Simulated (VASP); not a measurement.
Nb$_{3}$Sn (A15): the formation energy from VASP (plane waves, PAW) at several levels of theory. The references are the elements' solids at the same level; no temperature or zero-point terms are added.

| level | formation energy (eV/atom) |
|---|---|
| PBEsol | -0.209 |
| r2SCAN | -0.251 |

The cell of the PBEsol run:

```cif
data_Nb6Sn2
_chemical_formula_sum 'Nb6 Sn2'
_space_group_name_H-M_alt 'P 1'
_space_group_IT_number 1
_cell_length_a 5.25278
_cell_length_b 5.25278
_cell_length_c 5.25278
_cell_angle_alpha 90.000
_cell_angle_beta 90.000
_cell_angle_gamma 90.000
loop_
_space_group_symop_operation_xyz
  'x, y, z'
loop_
_atom_site_label
_atom_site_type_symbol
_atom_site_fract_x
_atom_site_fract_y
_atom_site_fract_z
_atom_site_occupancy
Nb1 Nb 0.25000 0.00000 0.50000 1
Nb2 Nb 0.50000 0.25000 0.00000 1
Nb3 Nb 0.50000 0.75000 0.00000 1
Nb4 Nb 0.75000 0.00000 0.50000 1
Nb5 Nb 0.00000 0.50000 0.75000 1
Nb6 Nb 0.00000 0.50000 0.25000 1
Sn1 Sn 0.50000 0.50000 0.50000 1
Sn2 Sn 0.00000 0.00000 0.00000 1
```

Only levels that ran to the end are used. Left out are those held back, those with too coarse a band path, GW runs whose mesh misses a band edge, hybrids' fits of cells that aren't cubic and levels without matching references; a question may draw on a part of the rest.
